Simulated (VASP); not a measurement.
Input for VASP

KPOINTS:
```
Automatic mesh
0
Gamma
1 1 1
0 0 0
```

POSCAR:
```
SnO
1
    3.8937880000     0.0000000000     0.0000000000
    0.0000000000     3.8937880000     0.0000000000
    0.0000000000     0.0000000000     4.9895350000
Sn O
2 2
Direct
  0.0000000000   0.5000000000   0.2353700000
  0.5000000000   0.0000000000   0.7646300000
  0.5000000000   0.5000000000   0.0000000000
  0.0000000000   0.0000000000   0.0000000000
```

### INCAR
```
SYSTEM = SnO
PREC = Accurate
ENCUT = 240
EDIFF = 1E-6
NELM = 100
ALGO = Normal
LREAL = .FALSE.
LASPH = .TRUE.
ISMEAR = 0
SIGMA = 0.02
LMAXMIX = 4
LWAVE = .FALSE.
LCHARG = .FALSE.
ISIF = 2
```

POTCAR, in this order: Sn_d O (LDA.64 set). Program: vasp_std.

Q: Write an equivalent input for Ansatz.

A: One equivalent input (not run):
Ansatz 0.2 input:
```yaml
crystal:
  lattice:
    - [3.8937880, 0.0000000, 0.0000000]
    - [0.0000000, 3.8937880, 0.0000000]
    - [0.0000000, 0.0000000, 4.9895350]
  atoms:
    - { symbol: Sn, position: [0.0000000, 0.5000000, 0.2353700] }
    - { symbol: Sn, position: [0.5000000, 0.0000000, 0.7646300] }
    - { symbol: O, position: [0.5000000, 0.5000000, 0.0000000] }
    - { symbol: O, position: [0.0000000, 0.0000000, 0.0000000] }
kpoints:
  mp_grid: { grid: [1, 1, 1] }
hamiltonian:
  xc: lda
  pseudopotentials: { kind: paw }
scf:
  occupations: { method: gaussian, width: 0.02 }
  max_iter: 100
output: { forces: true, stress: true, eigenvalues: true }
```
What does not carry over: each code has its own PAW files, so the cut-off isn't converted (ENCUT is set for VASP's; basis.ecutwfc is left out, and Ansatz then takes the one that its files recommend); Ansatz stops its SCF on the density residual and VASP on the energy change (EDIFF); Ansatz's lda is the Perdew-Wang form, while the LDA potentials of VASP carry Perdew-Zunger's.

The structure comes from a computed database's SnO entry; how it stands against other phases isn't given here. The cell was not relaxed at this level. The k-mesh is coarse (spacing up to 1.61 per Å, 2π included), so the numbers may not be converged in it. The run is one of a series of settings (ENCUT = 240, GGA removed, KPOINTS 1×1×1 Γ-centred mesh, POTCAR Sn_d O (LDA.64 set) against the base run), some of them coarse on purpose.
